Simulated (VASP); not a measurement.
Input for VASP

KPOINTS:
```
Automatic mesh
0
Gamma
10 10 12
0 0 0
```

POSCAR:
```
TiGe
1.0
  3.8130482786   0.0000000000   0.0000000000
 -1.9065241394   3.3021960451   0.0000000000
  0.0000000000   0.0000000000   2.8193078898
Ti Ge
1 1
Direct
  0.0000000000   0.0000000000   0.0000000000
  0.6666670000   0.3333330000   0.5000000000
```

INCAR:
```
# general
SYSTEM  = TiGe
PREC    = Accurate
ENCUT   = 400
LREAL   = .FALSE.   # projection in real space or not
LASPH   = .TRUE.

# electronic loop
EDIFF   = 1E-6
NELM    = 100   # most electronic steps
ALGO    = Normal
LMAXMIX = 4   # l cut-off of mixed one-centre charges
LMIXTAU = .TRUE.

# smearing
ISMEAR  = 1
SIGMA   = 0.1   # width (eV)

# functional
METAGGA = R2SCAN

# ions
IBRION  = 2   # conjugate gradients
NSW     = 60   # most ionic steps
ISIF    = 3   # ions, shape and volume
EDIFFG  = -0.01   # ionic stop

# output
LWAVE   = .FALSE.
LCHARG  = .FALSE.
```

POTCAR, in this order: Ti_sv Ge_d (PBE.64 set). Program: vasp_std.

### Question
Write an equivalent input for Ansatz.

### Answer
One equivalent input (not run):
Ansatz 0.2 input:
```yaml
crystal:
  lattice:
    - [3.8130483, 0.0000000, 0.0000000]
    - [-1.9065241, 3.3021960, 0.0000000]
    - [0.0000000, 0.0000000, 2.8193079]
  atoms:
    - { symbol: Ti, position: [0.0000000, 0.0000000, 0.0000000] }
    - { symbol: Ge, position: [0.6666670, 0.3333330, 0.5000000] }
kpoints:
  mp_grid: { grid: [10, 10, 12] }
hamiltonian:
  xc: r2scan
  pseudopotentials: { kind: paw }
scf:
  occupations: { method: methfessel_paxton, width: 0.1 }
  max_iter: 100
relax:
  max_steps: 60
  f_tol: 0.01
  cell: {}
output: { forces: true, stress: true, eigenvalues: true }
```
Limits of the translation: each code has its own PAW files, so the cut-off isn't converted (ENCUT is set for VASP's; basis.ecutwfc is left out, and Ansatz then takes the one that its files recommend); Ansatz stops its SCF on the density residual and VASP on the energy change (EDIFF).

The structure was generated: TiGe was put into the WC type (P-6m2), which need not be its known phase. This run relaxes it. Symmetry was kept, so distortions that lower it aren't found. The start is the result of an earlier pass.
